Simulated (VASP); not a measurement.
Input:

```
Nb
1.0
   -1.62119     1.62119     1.62119
    1.62119    -1.62119     1.62119
    1.62119     1.62119    -1.62119
Nb
1
Direct
  0.00000   0.00000   0.00000
```

These are LDA (Ceperley-Alder, Perdew-Zunger) with spin-orbit coupling, VASP's LDA PAW potentials (set 64) (plane waves; VASP 6.6.1) values and carry that method's errors. Settings: 400 eV cut-off, 14×14×14 Γ-centred mesh, Gaussian smearing of 0.050 eV, potentials Nb_sv.

Predict the energy per atom (σ→0), band gap (over mesh and band path) with the smallest direct gap where there is one.

```yaml
band gap (over mesh and band path): none (metal, semimetal or under 0.01 eV)
energy per atom (σ→0): -11.339 eV/atom
```

The compound is Nb in the bcc structure. It was relaxed first, which changed the volume by -5 %.
